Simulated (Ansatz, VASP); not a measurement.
# Cross-check of TiRuC2 between VASP and Ansatz, part 2 of 2

Aim: how closely do two programs agree when they are given the same cell, functional and k mesh? The cell is invented: As first built, before any earlier steps moved the atoms (in the runner's words): it takes the ZrTiC2 structure with some of its atoms replaced by other elements, volume scaled by an estimate. It may not be a known or stable phase. The cell is taken from a series of VASP runs on this material, whose earlier steps may have relaxed, scaled or displaced it; both programs get it as it stands. Valence electrons are named where the data sets of a main pair hold unlike numbers.

VASP 6.6.1 and Ansatz 0.2.0.

So far: Set-up; VASP: band structure, PBEsol with D4; Ansatz: band structure, PBEsol with D4.

### 4. Comparison

Known differences besides the potentials themselves: the data sets hold 36 valence electrons in Ansatz (on its default PAW (the set named soft_2) files) and 34 in VASP; the cutoff is 420 eV in Ansatz and 520 eV in VASP; Ansatz makes its cores anew for this functional, VASP keeps those of its PBE data sets. Total energies have different zeros and are not compared.

The two programs side by side:

```csv
quantity,Ansatz,VASP,difference
pressure (GPa),-0.25,-0.01,-0.24
pressure without Ansatz's Pulay correction (GPa),-0.54,-0.01,-0.53
```

At this near-relaxed geometry the largest component of a force difference is 9 meV/Å. Levels from 3 eV below to 2 eV above the Fermi level differ by 4 meV r.m.s. and 12 meV at most; each VASP level is matched to the nearest of Ansatz, which flatters the figure a little. Ansatz's pressure holds a Pulay correction of 0.30 GPa; VASP's holds none.

### 5. VASP: single point, PBEsol with D4

A single point gives forces, pressure and levels at one fixed geometry, so differences don't come from the geometry; what else differs is listed under the comparison.

The input, INCAR:

```
SYSTEM = TiRuC2
PREC = Accurate
ENCUT = 520
EDIFF = 1E-06
NELM = 100
ISMEAR = -5
SIGMA = 0.05
LREAL = .FALSE.
ALGO = Normal
GGA = PS
IVDW = 13
NBANDS = 31
LASPH = .TRUE.
LORBIT = 11
LWAVE = .FALSE.
LCHARG = .FALSE.
KPAR = 2
NEDOS = 2001
```

The input, POSCAR:

```
TiRuC2
1.0
    1.5361499698      0.8868965974      4.6999418066
   -1.5361499698      0.8868965974      4.6999418066
    0.0000000000     -1.7737931947      4.6999418066
Ru Ti C
1 1 2
Direct
    0.9997592224      0.9997592224      0.9997592224
    0.4999985729      0.4999985729      0.4999985729
    0.7492614186      0.7492614186      0.7492614186
    0.2514237731      0.2514237731      0.2514237731
```

The input, KPOINTS:

```
Automatic mesh
0
Gamma
11 11 11
0 0 0
```

The projector-augmented-wave data sets are Ru_pv, Ti_sv and C (PBE family, release 64).

On the command line:

```bash
$ mpirun -np 2 vasp_std
```

Numbers of over 12 decimals in the logs are rounded to 6 here.

Output:

```text
[banner, memory and clock lines left out]
running    2 mpi-ranks, on    1 nodes
[...]
[... a notice as in an earlier step ...]

 LDA part: xc-table for (Slater+PW92), standard interpolation
 POSCAR, INCAR and KPOINTS ok, starting setup
[...]
entering main loop
       N       E                     dE             d eps       ncg     rms          rms(c)
DAV:   1     0.359975358107E+03    0.35998E+03   -0.16730E+04  9076   0.127E+03
DAV:   2    -0.180038834952E+02   -0.37798E+03   -0.35719E+03  9360   0.396E+02
DAV:   3    -0.450810326344E+02   -0.27077E+02   -0.26374E+02 13065   0.100E+02
DAV:   4    -0.463161571850E+02   -0.12351E+01   -0.12283E+01 12044   0.167E+01
[...]
DAV:  15    -0.381107966977E+02   -0.21552E-05   -0.41170E-07  6311   0.471E-03    0.225E-03
DAV:  16    -0.381107978761E+02   -0.11784E-05   -0.89620E-08  6031   0.256E-03    0.800E-04
DAV:  17    -0.381107975184E+02    0.35774E-06   -0.21361E-08  5436   0.138E-03
   1 F= -.38908070E+02 E0= -.38908070E+02  d E =0.000000E+00
|                                                                             |
|           W    W    AA    RRRRR   N    N  II  N    N   GGGG   !!!           |
|           W    W   A  A   R    R  NN   N  II  NN   N  G    G  !!!           |
|           W    W  A    A  R    R  N N  N  II  N N  N  G       !!!           |
|           W WW W  AAAAAA  RRRRR   N  N N  II  N  N N  G  GGG   !            |
|           WW  WW  A    A  R   R   N   NN  II  N   NN  G    G                |
|           W    W  A    A  R    R  N    N  II  N    N   GGGG   !!!           |
|                                                                             |
|     Tetrahedron method does not include variations of the Fermi             |
|     occupations, so forces and stress will be inaccurate. We suggest        |
|     using a different smearing scheme ISMEAR = 1 or 2 for metals in         |
|     relaxations.                                                            |
|                                                                             |
```

OUTCAR, selected parts (step 5):

```text
  Edisp (eV):   -0.79727

  Total       0.04153     0.04153    -0.07981     0.00000    -0.00000     0.00000
  in kB       1.73171     1.73171    -3.32817     0.00000    -0.00000     0.00000
  external pressure =        0.05 kB  Pullay stress =        0.00 kB

 POSITION                                       TOTAL-FORCE (eV/Angst)
 -----------------------------------------------------------------------------------
      0.00000      0.00000     14.09643         0.000000      0.000000      0.012347
      0.00000      0.00000      7.04989         0.000000      0.000000      0.008129
      0.00000      0.00000     10.56446         0.000000     -0.000000     -0.093470
      0.00000      0.00000      3.54503         0.000000      0.000000      0.072994
 -----------------------------------------------------------------------------------
    total drift:                               -0.000000      0.000000     -0.000070

  FREE ENERGIE OF THE ION-ELECTRON SYSTEM (eV)
  ---------------------------------------------------
  free  energy   TOTEN  =       -38.9080702486 eV

  energy  without entropy=      -38.9080702486  energy(sigma->0) =      -38.90807025

[... 1 part as in an earlier step ...]

[... 2 further parts left out ...]
[key lines of the parts left out:]
E-fermi :  11.4780
```

With tetrahedra the forces and stress of a metal are not exact derivatives of the energy.

### 6. Ansatz: single point, PBEsol with D4

The same cell, functional, mesh and smearing now go to Ansatz, which takes its cutoff from its data sets.

The cell is taken from a series of VASP runs on this material, whose earlier steps may have relaxed, scaled or displaced it; both programs get it as it stands.

The input, input.yaml:

```yaml
crystal:
  lattice:
    - [1.5361499698, 0.8868965974, 4.6999418066]
    - [-1.5361499698, 0.8868965974, 4.6999418066]
    - [0.0, -1.7737931947, 4.6999418066]
  atoms:
    - { symbol: Ru, position: [0.9997592224, 0.9997592224, 0.9997592224] }
    - { symbol: Ti, position: [0.4999985729, 0.4999985729, 0.4999985729] }
    - { symbol: C, position: [0.7492614186, 0.7492614186, 0.7492614186] }
    - { symbol: C, position: [0.2514237731, 0.2514237731, 0.2514237731] }
hamiltonian:
  xc: pbesol
  pseudopotentials: { kind: paw }
  dispersion: d4
kpoints:
  mp_grid: { grid: [11, 11, 11] }
scf:
  occupations: { method: tetrahedron }
output:
  forces: true
  stress: true
  write_density: true
  write_potential: true
  elf: true
  volumetric_format: npy
```

On the command line:

```bash
$ ansatz run input.yaml --threads 2 --pin off --max-ram 4608MiB --backend cpu --events-out ev --progress --plain --runs-dir out
```

Output:

```text
Warning: output.forces, output.stress, relax.cell or npt_langevin: where a Kohn–Sham band that disperses or a degenerate level is filled in part under the method tetrahedron, the forces or the stress that this run publishes need not agree with its energy (scf.occupations.method in the input reference, under Limitations); prefer a smearing scheme for the forces or the stress
[...]
--- Band table (eV; the first three rows and the last of 146) ---
  k-point 0: bands = [... 14 lower, 16.0221, 17.1894, 18.4139, 18.4139, 18.9474, 18.9474, 19.5084, 20.3950]
  k-point 1: bands = [... 14 lower, 15.8485, 16.9847, 17.3368, 18.2777, 19.2171, 19.3363, 20.2689, 20.4822]
  k-point 2: bands = [... 14 lower, 15.4947, 16.0060, 17.2251, 18.2314, 19.3596, 19.7558, 20.3786, 20.9634]
  k-point 145: bands = [... 14 lower, 15.3305, 15.4624, 16.6620, 16.8130, 19.4287, 19.6046, 19.9560, 20.6511]
[key lines of the parts left out:]
SCF converged after 8 iterations
Free energy (F): -8784.901789 eV
Fermi energy:    18.572175 eV
P = ⅓ Tr σ = -0.2606 GPa (-2.606 kbar)
```

It took 13 s on 2 threads of Arm Neoverse N1, shared host; peak memory 0.43 GiB; 26 s of CPU time.

The run ends at a pressure of -0.26 GPa, with forces up to 0.083 eV/Å.

### 7. Differences

What differs besides the data sets and the points named for the pairs above, as far as they apply: the data sets hold 36 valence electrons in Ansatz (on its default PAW (the set named soft_2) files) and 34 in VASP. Total energies have different zeros and are not compared.

Both answers:

```csv
quantity,Ansatz,VASP,difference
pressure (GPa),-0.26,0.00,-0.27
pressure without Ansatz's Pulay correction (GPa),-0.56,0.00,-0.56
```

Forces (eV/Å; atoms numbered as in POSCAR):

```csv
atom,"Ansatz x, y, z","VASP x, y, z"
Ru1,"0.000, 0.000, 0.013","0.000, 0.000, 0.012"
Ti2,"0.000, 0.000, 0.008","0.000, 0.000, 0.008"
C3,"0.000, 0.000, -0.083","0.000, 0.000, -0.093"
C4,"0.000, 0.000, 0.063","0.000, 0.000, 0.073"
```

The forces differ by 4.1 meV/Å r.m.s., which is 12.0 % of the r.m.s. force of 0.035 eV/Å (both taken over all components). Ansatz's pressure holds a Pulay correction of 0.29 GPa; VASP's holds none.

### 8. VASP: electric field gradients, PBEsol with D4

Field gradients test the density near the nuclei, where the PAW reconstruction matters most.

The input, INCAR:

```
SYSTEM = TiRuC2
PREC = Accurate
ENCUT = 520
EDIFF = 1E-07
NELM = 100
ISMEAR = 0
SIGMA = 0.05
LREAL = .FALSE.
ALGO = Normal
GGA = PS
IVDW = 13
NBANDS = 23
LASPH = .TRUE.
LORBIT = 11
LWAVE = .FALSE.
LCHARG = .FALSE.
KPAR = 2
LEFG = .TRUE.
```

POSCAR is that of step 5.

The input, KPOINTS:

```
Automatic mesh
0
Gamma
7 7 7
0 0 0
```

On the command line:

```bash
$ mpirun -np 2 vasp_std
```

Output:

```text
[... set-up lines as in an earlier step ...]
 entering main loop
       N       E                     dE             d eps       ncg     rms          rms(c)
DAV:   1     0.367902464941E+03    0.36790E+03   -0.18237E+04  2024   0.171E+03
DAV:   2    -0.139005946029E+02   -0.38180E+03   -0.36889E+03  2178   0.500E+02
DAV:   3    -0.449435861789E+02   -0.31043E+02   -0.30199E+02  3442   0.126E+02
DAV:   4    -0.462945660664E+02   -0.13510E+01   -0.13442E+01  2436   0.227E+01
[...]
DAV:  15    -0.380958081586E+02    0.21353E-06   -0.11411E-06  3005   0.909E-03    0.320E-03
DAV:  16    -0.380958083372E+02   -0.17857E-06   -0.72359E-08  1180   0.254E-03    0.854E-04
DAV:  17    -0.380958083662E+02   -0.28962E-07   -0.25416E-08  1019   0.165E-03
ion   1
     0.0000000     0.0000000    -0.0000000    -5.9591479    -0.0000000     0.0000006
     0.0000541     0.0000000    -0.0000000    -5.9591479    -0.0000000     0.0000006
     0.0000746     0.0000000    -0.0000000    -5.9591478    -0.0000000     0.0000006
     0.0001027     0.0000000    -0.0000000    -5.9591477    -0.0000000     0.0000006
[...]
0.0000000    -0.0000000     0.0000000    -0.9664719    -0.0000000     0.0000002
     0.0000266    -0.0000000     0.0000000    -0.9664718    -0.0000000     0.0000002
     0.0000367    -0.0000000     0.0000000    -0.9664718    -0.0000000     0.0000002
     0.0000505    -0.0000000     0.0000000    -0.9664717    -0.0000000     0.0000002
     0.0000695    -0.0000000     0.0000000    -0.9664715    -0.0000000     0.0000002

ion   4
     0.0000000     0.0000000     0.0000000    -0.6674949     0.0000000     0.0000001
     0.0000266     0.0000000     0.0000000    -0.6674949     0.0000000     0.0000001
     0.0000367     0.0000000     0.0000000    -0.6674949     0.0000000     0.0000001
     0.0000505     0.0000000     0.0000000    -0.6674949     0.0000000     0.0000001
     0.0000695     0.0000000     0.0000000    -0.6674949     0.0000000     0.0000001

     0.0000000     0.0000000     0.0000000    -0.9726681     0.0000000     0.0000002
     0.0000266     0.0000000     0.0000000    -0.9726680     0.0000000     0.0000002
     0.0000367     0.0000000     0.0000000    -0.9726680     0.0000000     0.0000002
     0.0000505     0.0000000     0.0000000    -0.9726679     0.0000000     0.0000002
     0.0000695     0.0000000     0.0000000    -0.9726678     0.0000000     0.0000002

   1 F= -.38893081E+02 E0= -.38891366E+02  d E =-.343048E-02
```

OUTCAR, selected parts (step 8):

```text
  Edisp (eV):   -0.79727

  Total       0.00144     0.00144     0.00414     0.00000     0.00000     0.00000
  in kB       0.06009     0.06009     0.17250     0.00000     0.00000     0.00000
  external pressure =        0.10 kB  Pullay stress =        0.00 kB

 POSITION                                       TOTAL-FORCE (eV/Angst)
 -----------------------------------------------------------------------------------
      0.00000      0.00000     14.09643         0.000000      0.000000      0.007664
      0.00000      0.00000      7.04989         0.000000      0.000000      0.005681
      0.00000      0.00000     10.56446         0.000000     -0.000000     -0.009184
      0.00000      0.00000      3.54503         0.000000     -0.000000     -0.004161
 -----------------------------------------------------------------------------------
    total drift:                               -0.000000      0.000000     -0.000046

  FREE ENERGIE OF THE ION-ELECTRON SYSTEM (eV)
  ---------------------------------------------------
  free  energy   TOTEN  =       -38.8930810964 eV

  energy  without entropy=      -38.8896506204  energy(sigma->0) =      -38.89136586

[... 1 part as in an earlier step ...]

[... 2 further parts left out ...]
[key lines of the parts left out:]
E-fermi :  11.4673
```

The run ends at a pressure of 0.01 GPa, with forces up to 0.0092 eV/Å.

### 9. Ansatz: electric field gradients, PBEsol with D4

The same cell, functional, mesh and smearing now go to Ansatz, which takes its cutoff from its data sets.

The cell is taken from a series of VASP runs on this material, whose earlier steps may have relaxed, scaled or displaced it; both programs get it as it stands.

input.yaml, the sections that differ from step 6:

```yaml
kpoints:
  mp_grid: { grid: [7, 7, 7] }
scf:
  occupations: { method: gaussian, width: 0.05 }
  n_extra_bands: 5
output:
  forces: true
  stress: true
  eigenvalues: true
  efg: {}
# crystal, hamiltonian: as in step 6
```

On the command line:

```bash
$ ansatz run input.yaml --threads 2 --pin off --max-ram 4608MiB --backend cpu --events-out ev --progress --plain --runs-dir out
```

Output:

```text
[...]
Ru: output.efg is read without spin–orbit coupling, which moves field gradients at and beside such atoms by some per cent and up to a factor of two; PAW files take it under magnetization.noncollinear and magnetization.spin_orbit
[...]
Crystal: 4 atoms, lattice volume = 38.419 Å³
[...]
k-point 0: bands = [... 14 lower, 16.0074, 17.1841, 18.4164, 18.4164, 18.9506, 18.9506, 19.5092, 20.4038, ... 1 higher]
  k-point 1: bands = [... 14 lower, 15.6373, 16.3896, 17.2248, 18.2389, 19.2990, 19.6075, 20.3373, 20.7048, ... 1 higher]
  k-point 2: bands = [... 14 lower, 15.2139, 15.2256, 17.2873, 18.1627, 19.5352, 20.1858, 20.2909, 21.6157, ... 1 higher]
  k-point 43: bands = [... 14 lower, 15.3858, 15.4187, 16.7552, 17.1703, 19.6128, 19.6685, 20.2045, 20.9944, ... 1 higher]
[key lines of the parts left out:]
SCF converged after 7 iterations
Free energy (F): -8784.886753 eV
Fermi energy:    18.561414 eV
P = ⅓ Tr σ = -0.2457 GPa (-2.457 kbar)
```

Run time: 5.4 s. Hardware: 2 threads; peak memory 0.41 GiB.

The run ends at a pressure of -0.25 GPa, with forces up to 0.013 eV/Å.

### 10. Comparison

What differs besides the data sets and the points named for the pairs above, as far as they apply: Ansatz adds the response of the frozen cores to the gradients, VASP leaves it out; the data sets hold 36 valence electrons in Ansatz (on its default PAW (the set named soft_2) files) and 34 in VASP. Total energies have different zeros and are not compared.

Both answers:

```csv
quantity,Ansatz,VASP,difference
pressure (GPa),-0.25,0.01,-0.26
pressure without Ansatz's Pulay correction (GPa),-0.54,0.01,-0.55
Vzz at Ru1 (V/Å²),21.6,7.7,+13.9
Vzz at Ti2 (V/Å²),36.5,33.6,+2.9
Vzz at C3 (V/Å²),0.6,1.0,-0.3
Vzz at C4 (V/Å²),0.6,0.9,-0.3
```

At this near-relaxed geometry the largest component of a force difference is 10 meV/Å. Ansatz's pressure holds a Pulay correction of 0.30 GPa; VASP's holds none.

### 11. What the set-up changes

Further runs change the set-up of one program: Ansatz's method, potentials or start, or VASP's data sets, cutoff or form of LDA. The table gives Ansatz less VASP for each quantity, since a change that brings one quantity closer may part another.

```csv
run,r.m.s. force difference (meV/Å),pressure (GPa),Vzz at Ru1 (V/Å²),Vzz at Ti2 (V/Å²),Vzz at C3 (V/Å²),Vzz at C4 (V/Å²)
as above,3.9,-0.26,14,2.9,-0.33,-0.34
cores kept as stored,3.4,-0.13,5.3,2.5,-0.34,-0.36
Ansatz's larger PAW set (cutoff 910 eV),3.5,-0.25,11,2.8,-0.24,-0.25
```

### 12. Summary of results

```json
{"r.m.s. difference of levels near the Fermi level (band structure, PBEsol with D4)": "4.1 meV", "r.m.s. force difference (single point, PBEsol with D4)": "4.1 meV/Å", "difference in Vzz at Ru1 (electric field gradients, PBEsol with D4)": "14 V/Å²"}
```

In words: The r.m.s. force difference is 4.1 meV/Å (single point, PBEsol with D4), within the 12 meV/Å picked in this series as the mark of a large difference. The data sets hold unlike numbers of valence electrons (36 in Ansatz and 34 in VASP), so part of the differences comes from the potentials. Electric field gradients, PBEsol with D4, cores kept as stored: the difference in pressure goes from -0.26 to -0.13 GPa; the difference in Vzz at Ru1 goes from 14 to 5.3 V/Å². Electric field gradients, PBEsol with D4, Ansatz's larger PAW set (cutoff 910 eV): the difference in Vzz at C3 goes from -0.33 to -0.24 V/Å²; the difference in Vzz at C4 goes from -0.34 to -0.25 V/Å². 1 further run of this series is not shown here. How closely two codes agree says nothing of how well the functional describes the real material.

[Lines on the potential files, build, host, timing and source positions are cut from VASP's logs without a mark.]

[Logs are printed without paths, hosts, clocks, repeated set-up lines and the standing remarks that a program may print on its own settings, such as how far it seeks lower states.]

[Hosts, paths, dates, database ids (printed as entryN), source tags and the programs' standing remarks are cut or masked in the printed files.]
